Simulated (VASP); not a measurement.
The system is CaCd2Ga2.

```
CELL_PARAMETERS angstrom
2.16628 3.75210 0.00000
-2.16628 3.75210 0.00000
0.00000 0.00000 7.12232
ATOMIC_POSITIONS crystal
Cd 0.33330 0.33340 0.63690
Cd 0.66670 0.66660 0.36310
Ca 0.00000 0.00000 0.00000
Ga 0.33330 0.33340 0.24050
Ga 0.66670 0.66660 0.75950
```

The cell was built by a generator and needn't be a form met in nature.

```yaml
Program: VASP 6.6.1
Task: relaxation of cell and atoms
Functional: PBE
Potentials_or_basis: VASP PAW PBE potentials, release 64 (Cd, Ca_sv, Ga_d)
Cutoff: 600 eV
k_mesh: 5 × 5 × 3
Occupations: fermi-dirac, width 0.1 eV
Spin: no spin polarisation
```

At the start: pressure 5.0 GPa; volume 23.16 Å³/atom.

Q: Where does the relaxation end?

A: Over 13 steps the energy falls by 48.0 meV/atom and the volume is 25.68 Å³/atom (+10.9 %); space group P-3m1 (No. 164, to 0.05 Å).

The path:
| step | energy change (eV) | largest force (eV/Å) | pressure (GPa) | volume (Å³) |
| --- | --- | --- | --- | --- |
| 1 | 0.0000 | 0.0988 | 5.00 | 115.78 |
| 2 | -0.2077 | 0.1339 | -0.09 | 128.28 |
| 3 | -0.2079 | 0.1363 | -0.24 | 128.80 |
| 4 | -0.2159 | 0.0979 | -0.12 | 128.41 |
| 5 | -0.2195 | 0.1582 | 0.03 | 127.93 |
| 6 | -0.2225 | 0.1391 | 0.02 | 127.96 |
| 7 | -0.2296 | 0.0889 | 0.00 | 128.02 |
| 8 | -0.2369 | 0.0521 | -0.02 | 128.15 |
| 9 | -0.2380 | 0.0641 | -0.02 | 128.20 |
| 10 | -0.2382 | 0.0694 | -0.01 | 128.23 |
| 11 | -0.2390 | 0.0284 | 0.04 | 128.10 |
| 12 | -0.2394 | 0.0201 | 0.02 | 128.15 |
| 13 | -0.2398 | 0.0135 | -0.01 | 128.41 |

Final structure:
```
Cd Ca Ga
1.0
     2.30918    3.99962    0.00000
    -2.30920    3.99963    0.00011
    -0.00016    0.00009    6.95154
Cd Ca Ga
2 1 2
Cartesian
  -0.0001 2.6665 4.5824
  -0.0001 5.3329 2.3693
  0.0000 0.0000 0.0000
  0.0000 2.6664 1.7381
  -0.0001 5.3329 5.2135
```
